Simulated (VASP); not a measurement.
An input for Quantum ESPRESSO's pw.x (written as the equivalent of a VASP run, and not itself run):

```
&CONTROL
  calculation = 'vc-relax'
  pseudo_dir = './pseudo'
  outdir = './out'
  tprnfor = .true.
  tstress = .true.
  nstep = 60
  forc_conv_thr = 0.00078
/
&SYSTEM
  ibrav = 0
  nat = 8
  ntyp = 3
  ecutwfc = 80
  occupations = 'smearing'
  smearing = 'gaussian'
  degauss = 0.003675
  input_dft = 'pbesol'
/
&ELECTRONS
  conv_thr = 7.3e-08
  electron_maxstep = 100
/
&IONS
/
&CELL
/
ATOMIC_SPECIES
  In 114.818 In.upf
  P 30.974 P.upf
  Ga 69.723 Ga.upf
CELL_PARAMETERS angstrom
     5.7647345   -0.0000000   -0.0000000
    -0.0000000    5.7647345    0.0000000
    -0.0000000   -0.0000000    5.7647345
ATOMIC_POSITIONS crystal
  In   0.0000000  0.0000000  0.0000000
  In   0.5000000  0.5000000  0.0000000
  In   0.5000000  0.0000000  0.5000000
  P    0.2388619  0.2611381  0.2611381
  P    0.7611381  0.7388619  0.2611381
  P    0.7611381  0.2611381  0.7388619
  P    0.2388619  0.7388619  0.7388619
  Ga   0.0000000  0.5000000  0.5000000
K_POINTS automatic
  4 4 4 0 0 0
```

Write the VASP files for the same calculation (PBEsol).

This is not unique; one that fits is 
INCAR:
```
! general
SYSTEM =GaIn3P4
PREC   =Accurate
ENCUT  =400
LREAL  =.FALSE.   ! projection in real space or not
LASPH  =.TRUE.   ! aspherical one-centre terms

! electronic loop
EDIFF  =1E-6
NELM   =100
ALGO   =Normal   ! blocked Davidson
LMAXMIX=4   ! l cut-off of mixed one-centre charges

! smearing
ISMEAR =0
SIGMA  =0.05   ! width (eV)

! functional
GGA    =PS   ! PBEsol

! ions
IBRION =2
NSW    =60   ! most ionic steps
ISIF   =3   ! ions, shape and volume
EDIFFG =-0.02

! output
LWAVE  =.FALSE.
LCHARG =.FALSE.
```

File KPOINTS:
```
Automatic mesh
0
Gamma
4 4 4
0 0 0
```

### POSCAR
```
GaIn3P4
1
    5.7647344972    -0.0000000000    -0.0000000000
   -0.0000000000     5.7647344972     0.0000000000
   -0.0000000000    -0.0000000000     5.7647344972
In P Ga
3 4 1
Direct
  0.0000000000   0.0000000000   0.0000000000
  0.5000000000   0.5000000000   0.0000000000
  0.5000000000   0.0000000000   0.5000000000
  0.2388618986   0.2611381014   0.2611381014
  0.7611381014   0.7388618986   0.2611381014
  0.7611381014   0.2611381014   0.7388618986
  0.2388618986   0.7388618986   0.7388618986
  0.0000000000   0.5000000000   0.5000000000
```

POTCAR, in this order: In_d P Ga_d (PBE.64 set). Program: vasp_std.

The two are equivalent in intent, not identical: the potentials are each code's own (VASP's PAW set, PseudoDojo norm-conserving files in pw.x), so ENCUT and ecutwfc are chosen apart and not converted; conv_thr bounds pw.x's estimated SCF error, while EDIFF bounds the energy change between steps; forc_conv_thr acts on force components and is met together with etot_conv_thr.

The structure was generated: GaIn3P4 was put into an ordered model structure (P-43m), which need not be its known phase. It was relaxed first. The start is the result of an earlier pass.
